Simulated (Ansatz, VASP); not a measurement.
Mg2Br3: VASP beside Ansatz

File INCAR:

```
SYSTEM = Mg2Br3
  PREC = Accurate
  ENCUT = 600
  EDIFF = 1E-6
  ISMEAR = 0
  SIGMA = 0.1
  LREAL = .False.
  LASPH = .True.
  NELM = 100
  ALGO = Fast
  ISIF = 3
  LWAVE = .False.
  LCHARG = .False.
  GGA = PE
  IBRION = 2
  NSW = 100
  EDIFFG = -0.01
```

Contents of KPOINTS:

```
Automatic mesh
0
Gamma
  8 8 8
  0 0 0
```

POSCAR

```
Mg2Br3
1.0
    5.2548764559      0.0000000000      0.0000000000
    0.0000000000      5.2548764559      0.0000000000
    0.0000000000      0.0000000000      5.2548764559
Mg Br
2 3
Direct
    0.0000000000      0.0000000000      0.0000000000
    0.5000000000      0.5000000000      0.5000000000
    0.0000000000      0.5000000000      0.5000000000
    0.5000000000      0.0000000000      0.5000000000
    0.5000000000      0.5000000000      0.0000000000
```

Input for Ansatz:

```yaml
crystal:
  lattice:
    - [5.2548764559, 0.0, 0.0]
    - [0.0, 5.2548764559, 0.0]
    - [0.0, 0.0, 5.2548764559]
  atoms:
    - { symbol: Mg, position: [0.0, 0.0, 0.0] }
    - { symbol: Mg, position: [0.5, 0.5, 0.5] }
    - { symbol: Br, position: [0.0, 0.5, 0.5] }
    - { symbol: Br, position: [0.5, 0.0, 0.5] }
    - { symbol: Br, position: [0.5, 0.5, 0.0] }
basis:
  ecutwfc: 420
kpoints:
  mp_grid: { grid: [8, 8, 8] }
hamiltonian:
  xc: pbe
scf:
  occupations: { method: gaussian, width: 0.1 }
output:
  forces: true
  stress: true
  eigenvalues: true
  write_density: true
  write_potential: true
  elf: true
  volumetric_format: npy
relax:
  adjacent_minimum: "off"
  f_tol: 0.01
  max_steps: 80
  cell: { stress_tol: 0.05 }
```

Alike in both runs: task relaxation of cell and atoms; functional PBE; k mesh 8 × 8 × 8; occupations gaussian, width 0.1 eV; no spin polarisation.

```csv
,VASP,Ansatz
version,VASP 6.6.1,Ansatz 0.2.0
potentials or method,"VASP PAW PBE potentials, release 64 (Mg, Br)","scalar-relativistic, plane waves, PAW"
plane-wave cutoff (eV),600,420
valence electrons in the cell,25,41
```

Ansatz gave:

* gap on the k mesh at the Fermi level, each at its own relaxed structure (eV): none
* relaxed volume (Å³/atom): 29.09
* relaxed cell length with the largest relative difference (Å): 5.259

Task: Estimate VASP's values.

Result: gap on the k mesh at the Fermi level, each at its own relaxed structure (eV): none; relaxed volume (Å³/atom): 29.07; relaxed cell length with the largest relative difference (Å): 5.258.

A gap of «none» marks a metal or a gap that the smearing closes. The two sets of potentials don't hold the same shells in valence.

Caveats: an odd number of electrons without spin polarisation forces a metal; a magnetic or distorted state may lie lower.
